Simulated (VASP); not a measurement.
```xyz
6
Lattice="4.4711 0.0000 0.0000 0.0000 4.4711 0.0000 0.0000 0.0000 2.9044" Properties=species:S:1:pos:R:3 pbc="T T T"
Mn     0.0000     0.0000     0.0000
Mn     2.2355     2.2355     1.4522
O      1.3639     1.3639     0.0000
O      3.5994     0.8716     1.4522
O      0.8716     3.5994     1.4522
O      3.1072     3.1072     0.0000
```
Starting moments (μB, in the order of the record's atoms Mn Mn O O O O): 2.6 -2.6 0.0 0.0 0.0 0.0.

All values below come from RPBE GGA, VASP's PBE PAW potentials (set 64) (plane waves; VASP). Numerical set-up: 520 eV cut-off, Gaussian smearing of 0.050 eV, potentials Mn_pv O.

Give the spin-up energies of bands 16 to 29 at the high-symmetry points, in eV from the Fermi level.

```tsv
band	Γ	Y	C0	Z	A0	T	S	R
16	-3.75	-3.81	-3.81	-4.60	-4.62	-4.62	-4.52	-4.75
17	-3.67	-3.67	-3.67	-4.42	-4.39	-4.39	-4.19	-3.69
18	-3.23	-2.75	-2.75	-3.91	-3.87	-3.87	-3.80	-3.65
19	-2.35	-2.41	-2.41	-3.79	-3.11	-3.11	-3.46	-3.55
20	-2.33	-2.40	-2.40	-3.05	-2.13	-2.13	-2.64	-3.44
21	-1.61	-2.34	-2.34	-2.80	-2.10	-2.10	-1.96	-2.15
22	-1.54	-2.31	-2.31	-2.32	-1.98	-1.98	-1.36	-1.74
23	-1.03	-1.89	-1.89	-2.12	-1.41	-1.41	-1.34	-1.71
24	-0.95	-1.87	-1.87	-0.85	-0.71	-0.71	-1.32	-1.50
25	-0.36	-0.20	-0.20	-0.11	-0.61	-0.61	-0.58	-1.09
26	-0.18	0.09	0.09	1.23	1.08	1.08	0.94	0.65
27	0.47	0.47	0.47	1.33	1.28	1.28	1.23	1.04
28	1.11	2.05	2.05	1.35	1.61	1.61	1.83	1.34
29	1.98	2.16	2.16	1.69	1.71	1.71	2.17	1.44
```

Give the spin-down energies of bands 16 to 29 at the high-symmetry points, in eV from the Fermi level.

| band | Γ | Y | C0 | Z | A0 | T | S | R |
|---|---|---|---|---|---|---|---|---|
| 16 | -3.75 | -3.81 | -3.81 | -4.60 | -4.62 | -4.62 | -4.52 | -4.75 |
| 17 | -3.67 | -3.67 | -3.67 | -4.42 | -4.39 | -4.39 | -4.19 | -3.69 |
| 18 | -3.23 | -2.75 | -2.75 | -3.91 | -3.87 | -3.87 | -3.80 | -3.65 |
| 19 | -2.35 | -2.41 | -2.41 | -3.79 | -3.11 | -3.11 | -3.46 | -3.55 |
| 20 | -2.33 | -2.40 | -2.40 | -3.05 | -2.13 | -2.13 | -2.64 | -3.44 |
| 21 | -1.61 | -2.34 | -2.34 | -2.80 | -2.10 | -2.10 | -1.96 | -2.15 |
| 22 | -1.54 | -2.31 | -2.31 | -2.32 | -1.98 | -1.98 | -1.36 | -1.74 |
| 23 | -1.03 | -1.89 | -1.89 | -2.12 | -1.41 | -1.41 | -1.34 | -1.71 |
| 24 | -0.95 | -1.87 | -1.87 | -0.85 | -0.71 | -0.71 | -1.32 | -1.50 |
| 25 | -0.36 | -0.20 | -0.20 | -0.11 | -0.61 | -0.61 | -0.58 | -1.09 |
| 26 | -0.18 | 0.09 | 0.09 | 1.23 | 1.08 | 1.08 | 0.94 | 0.65 |
| 27 | 0.47 | 0.47 | 0.47 | 1.33 | 1.28 | 1.28 | 1.23 | 1.04 |
| 28 | 1.11 | 2.05 | 2.05 | 1.35 | 1.61 | 1.61 | 1.83 | 1.34 |
| 29 | 1.98 | 2.16 | 2.16 | 1.69 | 1.71 | 1.71 | 2.17 | 1.44 |

It has no gap at this level: it comes out as a metal or semimetal.

The compound is MnO2 in the rutile structure. It was relaxed first.
